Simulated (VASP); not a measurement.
Consider the following.

```yaml
crystal:
  lattice:
    - [3.59589, 0.00000, 0.00000]
    - [0.00000, 3.64954, 0.00000]
    - [0.00000, 0.00000, 3.58843]
  atoms:
    - { symbol: Fe, position: [0.00000, 0.00000, 0.00000], spin: 3.0 }
    - { symbol: Ni, position: [0.00000, 0.50000, 0.50000], spin: 0.7 }
    - { symbol: Ni, position: [0.50000, 0.00000, 0.50000], spin: 0.7 }
    - { symbol: Ni, position: [0.52491, 0.50000, 0.00000], spin: 0.7 }
```

The numbers are results of PBE GGA, VASP's PBE PAW potentials (set 64) (plane waves; VASP 6.6.1), not measurements. Settings: 520 eV cut-off, 8×8×8 Γ-centred mesh, first-order Methfessel-Paxton smearing of 0.10 eV, potentials Fe_sv Ni.

Give the force on each atom (eV/Å).

| atom | Fx | Fy | Fz |
|---|---|---|---|
| Fe1 | 0.219 | 0.000 | 0.000 |
| Ni2 | 0.323 | 0.000 | 0.000 |
| Ni3 | 0.046 | 0.000 | 0.000 |
| Ni4 | -0.588 | 0.000 | 0.000 |

Give the stress tensor in GPa (positive for a compressed cell).

```
 -9.02    0.00    0.00
  0.00  -10.76    0.00
  0.00    0.00   -8.82
```
The pressure is its mean diagonal, -9.53 GPa.

The compound is Ni3Fe in the L1_2 structure. The cell was not relaxed at this level, atoms are displaced from their ideal sites. The run is one of a series of settings (ENCUT = 520, POTCAR Fe_sv Ni (PBE.64 set) against the base run), some of them coarse on purpose.
